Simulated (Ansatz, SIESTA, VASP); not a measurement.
ZrGe (Pnma, 8 atoms in the cell) computed with different codes at matched settings

Self-consistent single point.

```yaml
crystal:
  lattice:
    - [7.09613, 0.00000, 0.00000]
    - [0.00000, 3.91511, 0.00000]
    - [0.00000, 0.00000, 5.41275]
  atoms:
    - { symbol: Zr, position: [0.17608, 0.25000, 0.63089] }
    - { symbol: Zr, position: [0.82392, 0.75000, 0.36911] }
    - { symbol: Zr, position: [0.32392, 0.75000, 0.13089] }
    - { symbol: Zr, position: [0.67608, 0.25000, 0.86911] }
    - { symbol: Ge, position: [0.04832, 0.25000, 0.15219] }
    - { symbol: Ge, position: [0.95168, 0.75000, 0.84781] }
    - { symbol: Ge, position: [0.45168, 0.75000, 0.65219] }
    - { symbol: Ge, position: [0.54832, 0.25000, 0.34781] }
```

Shared settings, as Ansatz (an electronic-structure program) writes them: kpoints.mp_grid.grid = 3 4 3; magnetization.spin_orbit = true; scf.occupations.method = gaussian; scf.occupations.width = 0.272 eV. Potentials and cutoffs stand in the table.

```csv
code,model,pressure (GPa),largest force (eV/Å),cutoff
SIESTA,"GGA PBEsol with spin-orbit coupling, numerical atomic orbitals DZP, PseudoDojo PBEsol fully relativistic norm-conserving potentials (rewritten from UPF to PSML)",–,0.229,grid 300 Ry
Ansatz,"PBEsol with spin-orbit coupling, PAW files made with PBE",-3.10,0.157,default
VASP,"PBEsol, spin-orbit coupling, VASP's PBE PAW potentials (set 64)",-4.01,0.157,300 eV
```

Size of the force on each atom (eV/Å): Sizes of forces hide their directions.

```csv
code,Zr1,Zr2,Zr3,Zr4,Ge5,Ge6,Ge7,Ge8
SIESTA,0.142,0.142,0.142,0.142,0.229,0.229,0.229,0.229
Ansatz,0.157,0.157,0.157,0.157,0.064,0.064,0.064,0.064
VASP,0.157,0.157,0.157,0.157,0.069,0.069,0.069,0.069
```

A dash marks a value that a program does not give, or that is left out as unsure.

The spread over the programs that give each value: pressure within 0.91 GPa; largest force within 0.072 eV/Å.

SIESTA uses small atom-centred bases, whose incompleteness enters pressures, forces and empty levels differently from a plane-wave cutoff. Ansatz's pressure is given at a fixed set of plane waves, as the other plane-wave codes print theirs; with its correction for the finite basis it is -3.07 GPa. In the force vectors, SIESTA (by 0.292) lies more than 0.08 eV/Å from the median of the plane-wave programs.

The shared mesh is coarse (it stands for a supercell whose shortest vector is 16 Å), so the values are not converged in it.

VASP's run is marked for a possible Pulay error in its stress at this cutoff; no cutoff test was made.

The starting cell comes from a database of computed structures (which also holds hypothetical and non-ambient phases and stackings), without a prior relaxation at this level.

Left out of this page: Elk (not drawn, or without a comparable value).

Keys are those of Ansatz 0.2.
